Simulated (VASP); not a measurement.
OSZICAR of a VASP run on Hf32O64:

**OSZICAR**
```
       N       E                     dE             d eps       ncg     rms          rms(c)
DAV:   1    -0.969088019514E+03   -0.96909E+03   -0.90463E-06   716   0.445E-03    0.327E-03
RMM:   2    -0.969088018912E+03    0.60191E-06   -0.15631E-06   398   0.204E-03    0.382E-04
RMM:   3    -0.969088018848E+03    0.64021E-07   -0.35684E-07   450   0.909E-04    0.651E-04
RMM:   4    -0.969088018859E+03   -0.11074E-07   -0.81220E-08   302   0.407E-04
   1 F= -.96908802E+03 E0= -.96908802E+03  d E =-.891152E-18
```

Which electronic solver shows in the log?

It is blocked Davidson (ALGO = Normal, or the opening steps of other solvers) and then RMM-DIIS (ALGO = Fast or VeryFast). The INCAR had ALGO = Fast.

Can the final energy be trusted as converged?

Self-consistency was reached. It stopped with EDIFF = 1E-6, NELM = 100 (PBE GGA, plane waves, VASP's PBE PAW potentials (set 64)).  The supercell is sampled at Γ alone, which is coarse: total energies, pressure and levels can be off, energies of defects by several tenths of an eV.

The cell is a supercell, built from HfO2 (fluorite, the high-temperature cubic form, which is unstable at 0 K; the monoclinic form is the stable one).
